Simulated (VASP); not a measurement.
Computed with r2SCAN meta-GGA, VASP's PBE PAW potentials (set 64) (plane waves; VASP 6.6.1).

VASP ran on this input.

### INCAR
```
# general
SYSTEM  = PbO
PREC    = Accurate
ENCUT   = 520
LREAL   = .FALSE.
LASPH   = .TRUE.

# electronic loop
EDIFF   = 1E-8
NELM    = 100
ALGO    = Normal
LMAXMIX = 4
LMIXTAU = .TRUE.

# smearing
ISMEAR  = 0
SIGMA   = 0.05

# functional
METAGGA = R2SCAN

# ions
IBRION  = 1
NSW     = 30
ISIF    = 2
EDIFFG  = -0.001

# output
LWAVE   = .FALSE.
LCHARG  = .FALSE.
```

**KPOINTS**
```
Automatic mesh
0
gamma
 5 5 4
0 0 0
```

### POSCAR
```
PbO
1.0
  3.9966311505   0.0000000000   0.0000000000
  0.0000000000   3.9966311505   0.0000000000
  0.0000000000   0.0000000000   5.2614454784
Pb O
2 2
Direct
  0.5000000000   0.0000000000   0.7737332794
  0.0000000000   0.5000000000   0.2262667206
  0.5000000000   0.5000000000   0.0000000000
  0.0000000000   0.0000000000   0.0000000000
```

POTCAR, in this order: Pb_d O (PBE.64 set). Program: vasp_std.

What does the run give for the energy per atom (σ→0)?

```
Item                             Value
---------------------  ---------------
energy per atom (σ→0)  -32.381 eV/atom
```

### OSZICAR
```
...
DAV:   1    -0.129523065235E+03    0.79240E-06   -0.33438E-04  1032   0.102E-01    0.144E-03
DAV:   2    -0.129523066013E+03   -0.77755E-06   -0.63223E-06  1184   0.247E-02    0.101E-03
DAV:   3    -0.129523066435E+03   -0.42174E-06   -0.37406E-07   896   0.552E-03    0.581E-04
DAV:   4    -0.129523066449E+03   -0.14561E-07   -0.45134E-08   920   0.262E-03    0.200E-04
DAV:   5    -0.129523066429E+03    0.20060E-07   -0.31840E-08   752   0.166E-03    0.128E-04
DAV:   6    -0.129523066448E+03   -0.18616E-07   -0.22066E-08   728   0.141E-03    0.629E-05
DAV:   7    -0.129523066447E+03    0.75033E-09   -0.23836E-09   528   0.601E-04
   3 F= -.12952307E+03 E0= -.12952307E+03  d E =-.419808E-06
```

The compound is PbO in the litharge structure. This run relaxes the ions in a fixed cell. Symmetry was kept, so distortions that lower it aren't found. The start is the result of an earlier pass.
